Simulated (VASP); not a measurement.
```
ZnS
1.0
    0.00000     2.72365     2.72365
    2.72365     0.00000     2.72365
    2.72365     2.72365     0.00000
Zn S
1 1
Direct
  0.00000   0.00000   0.00000
  0.25000   0.25000   0.25000
```

All values below come from PBE GGA, VASP's PBE PAW potentials (set 64) (plane waves; VASP). Numerical set-up: 520 eV cut-off, Gaussian smearing of 0.050 eV, potentials Zn S.

Give the energies of bands 2 to 12 at the high-symmetry points, in eV from the valence-band maximum.

```
band      Γ      X      U      L      W
----  -----  -----  -----  -----  -----
2     -6.25  -6.25  -6.16  -6.14  -6.11
3     -6.25  -5.92  -5.98  -6.14  -5.98
4     -6.25  -5.92  -5.87  -5.75  -5.83
5     -5.78  -5.71  -5.74  -5.75  -5.81
6     -5.78  -5.57  -5.45  -5.58  -5.40
7      0.00  -4.46  -4.50  -5.13  -4.47
8      0.00  -2.13  -3.00  -0.83  -2.63
9      0.00  -2.13  -1.74  -0.83  -2.62
10     2.01   3.46   4.15   3.26   5.71
11     6.41   4.07   5.91   6.94   5.93
12     6.41  10.81   9.33   6.94   7.82
```

The gap is direct, 2.01 eV, from the valence maximum at Γ to the conduction minimum at Γ.

Measured: gap 3.94 eV (computed value off by -1.93 eV), as given by Wei Chen et al., Physical Review Materials (2018), doi:10.1103/physrevmaterials.2.073803 [zero-point renormalisation of 0.1 eV added back (the table's ZPR column)].

The compound is ZnS in the zinc blende structure. It was relaxed first.
